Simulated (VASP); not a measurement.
Input:

```yaml
crystal:
  lattice:
    - [0.00000, 2.25592, 2.25592]
    - [2.25592, 0.00000, 2.25592]
    - [2.25592, 2.25592, 0.00000]
  atoms:
    - { symbol: Hf, position: [0.00000, 0.00000, 0.00000] }
    - { symbol: N, position: [0.50000, 0.50000, 0.50000] }
```

Calculation: r2SCAN meta-GGA, VASP's PBE PAW potentials (set 64) (plane waves; VASP 6.6.1). Numerical set-up: PREC = Normal, EDIFF = 1E-5, 450 eV cut-off, 16×16×16 Γ-centred mesh, first-order Methfessel-Paxton smearing of 0.10 eV, potentials Hf_pv N.

At this cut-off the stress carries a Pulay error, which pulls relaxed volumes low. Unless said otherwise, spin-orbit coupling is left out, though it shifts the bands of the heavy elements here.

### Question
Predict the energy per atom (σ→0), pressure, band gap (on the k-mesh) with the smallest direct gap where there is one.

### Answer

```
Quantity                                                    Result
------------------------  ----------------------------------------
band gap (on the k-mesh)  none (metal, semimetal or under 0.01 eV)
energy per atom (σ→0)                      -2809.4 kJ/mol of atoms
pressure                                                 -1.21 GPa
```

Only differences to runs with the same potentials and settings are physical.

The compound is HfN in the rock salt structure. It was relaxed first. The electron count is odd and the run is not spin-polarised, which forces a metal.
